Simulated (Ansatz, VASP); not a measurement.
**B3C in VASP and in Ansatz**

```
B C
1.0
     3.73328    0.00000    0.00000
     0.00000    3.73328    0.00000
     0.00000    0.00000    3.73328
B C
6 2
Direct
  0.25000 0.50000 0.00000
  0.75000 0.50000 0.00000
  0.00000 0.25000 0.50000
  0.00000 0.75000 0.50000
  0.50000 0.00000 0.25000
  0.50000 0.00000 0.75000
  0.00000 0.00000 0.00000
  0.50000 0.50000 0.50000
```

Alike in both runs: functional PBE; k mesh 4 × 4 × 4; occupations gaussian, width 0.1 eV; no spin polarisation.

Ansatz relaxed the structure, and its values are those at the end. VASP's run is a single point on that final structure, the one shown.

|  | VASP | Ansatz |
| --- | --- | --- |
| version | VASP 6.6.1 | Ansatz 0.2.0 |
| potentials or method | VASP PAW PBE potentials, release 64 (B, C) | scalar-relativistic, plane waves, PAW |
| plane-wave cutoff (eV) | 520 | 420 |
| valence electrons in the cell | 26 | 26 |

```tsv
	VASP	Ansatz	Ansatz less VASP
gap on the k mesh at the Fermi level (eV)	none	none	-
pressure (GPa)	-0.3	-0.2	+0.01
```

A gap of «none» marks a metal or a gap that the smearing closes. The functional is the same, so the differences come from potentials, cutoffs and numerics.

Caveats: the k mesh is coarse (spacing up to 0.42 Å⁻¹), so the values aren't converged.
